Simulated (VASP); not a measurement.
## Ca2P2H9O12 (a cell with a defect): single point with LDA

The system is Ca2P2H9O12 (a cell with a defect).

```xyz
25
Lattice="3.1635 -7.5642 0.0000 3.1635 7.5642 0.0000 -2.7939 0.0000 5.0846" Properties=species:S:1:pos:R:3 pbc="T T T"
Ca    2.8521   -2.7446    3.8707
Ca    3.7814    2.6506    0.9433
H     2.7616   -2.4866    0.7607
H     1.4809    2.5606    3.3289
H     3.0422    7.9020    0.6936
H     1.9133   -7.2344    3.3316
H     2.2000    6.5397    1.3256
H     0.5109   -6.6389    2.9958
H     2.6372   -1.1275    1.6998
H     1.0205   -1.1226    1.8430
H     0.3297    0.8823    4.3656
P    -0.5682   -2.6627    3.6990
P     0.7817    2.6518    1.3410
O     0.1136   -1.9476    4.9551
O     1.5079    1.9768    2.4868
O     0.5011   -3.2570    2.8647
O     1.8293    3.5261    0.5186
O     1.5911    5.8836    3.0561
O     3.0119   -5.9207    0.6507
O     1.6863    3.8329    4.2916
O     2.9658   -3.9111    1.9553
O     2.9937    6.7643    0.6097
O     1.5061   -6.3537    3.1074
O     1.8844   -1.1654    2.3952
O     0.4994    0.8841    5.2890
```

```yaml
Program: VASP 6.6.1
Task: single point
Functional: LDA
Potentials_or_basis: VASP PAW LDA potentials, release 64 (Ca_sv, H, P, O)
Cutoff: 520 eV
k_mesh: 2 × 2 × 2
Occupations: fermi-dirac, width 0.05 eV
Spin: no spin polarisation
Dipole_correction: no
Charge: -1
Further_INCAR_settings: LREAL = Auto; ALGO = Fast; EDIFF = 1e-06; NBANDS = 74; NELECT = 112.0
```

```json
{
 "Largest force": "4.327 eV/Å",
 "Band gap on the k mesh": "3.79 eV, direct"
}
```

Forces in eV/Å, atoms in the order of the input:
```
Ca  -1.640  1.168 -0.236
Ca   2.304  0.727  2.471
H    0.429 -0.015 -1.298
H    0.539  0.181 -0.063
H   -0.066 -1.033 -0.596
H   -0.340  0.102 -0.187
H    2.132  0.509 -1.849
H    1.955  0.507  0.532
H   -1.422  0.845  0.949
H    0.506  0.097 -0.276
H   -0.406 -0.424 -1.909
P   -0.463  1.335  0.050
P   -2.303  2.097 -3.004
O   -0.145 -0.963  0.992
O    1.650 -1.219  1.808
O    0.200 -0.405 -0.445
O   -1.695 -1.673  0.566
O    1.262  0.032 -0.104
O    1.458  0.855 -0.114
O   -0.890 -1.500  0.575
O   -0.067  0.867 -0.135
O   -2.122 -0.496  2.580
O   -2.277 -0.863 -0.491
O    1.523  0.221 -1.109
O   -0.121 -0.952  1.294
```

Levels at points of the mesh, in eV from the valence-band top:
| k point | band 52 | band 53 | band 54 | band 55 | band 56 | band 57 | band 58 | band 59 | band 60 | band 61 |
| --- | --- | --- | --- | --- | --- | --- | --- | --- | --- | --- |
| (0.00, 0.00, 0.00) | -1.26 | -1.14 | -0.76 | -0.12 | 0.00 | 3.79 | 5.80 | 6.00 | 6.17 | 6.29 |
| (0.50, 0.00, 0.00) | -1.22 | -1.15 | -0.79 | -0.11 | -0.08 | 5.37 | 5.59 | 5.92 | 6.03 | 6.29 |
| (0.00, 0.50, 0.00) | -1.24 | -1.13 | -0.80 | -0.17 | -0.08 | 5.45 | 5.54 | 5.97 | 6.12 | 6.42 |
| (0.50, 0.50, 0.00) | -1.24 | -1.15 | -0.75 | -0.20 | 0.00 | 4.61 | 4.97 | 6.01 | 6.15 | 6.44 |
| (0.00, 0.00, 0.50) | -1.39 | -1.26 | -1.06 | -0.17 | -0.02 | 5.42 | 5.57 | 6.09 | 6.23 | 6.43 |
| (0.50, 0.00, 0.50) | -1.24 | -1.19 | -1.03 | -0.17 | -0.03 | 5.26 | 5.68 | 5.84 | 6.10 | 6.34 |
| (0.00, 0.50, 0.50) | -1.23 | -1.17 | -1.00 | -0.17 | -0.01 | 5.29 | 5.63 | 6.00 | 6.13 | 6.34 |
| (0.50, 0.50, 0.50) | -1.39 | -1.23 | -1.00 | -0.13 | -0.01 | 5.55 | 5.69 | 6.13 | 6.32 | 6.39 |

It took 5.8 min on 1 thread of Intel(R) Xeon(R) Platinum 8559C (Emerald Rapids) (shared host), peak memory 0.4 GiB.

Caveat: the k mesh is coarse (spacing up to 0.62 Å⁻¹), so the values aren't converged; the cell carries a net charge on a neutralising background, which shifts energy and pressure; the cell is charged against a uniform background, so pressure and absolute levels hang on convention. LDA gaps usually lie below the measured ones, often by a third to a half.
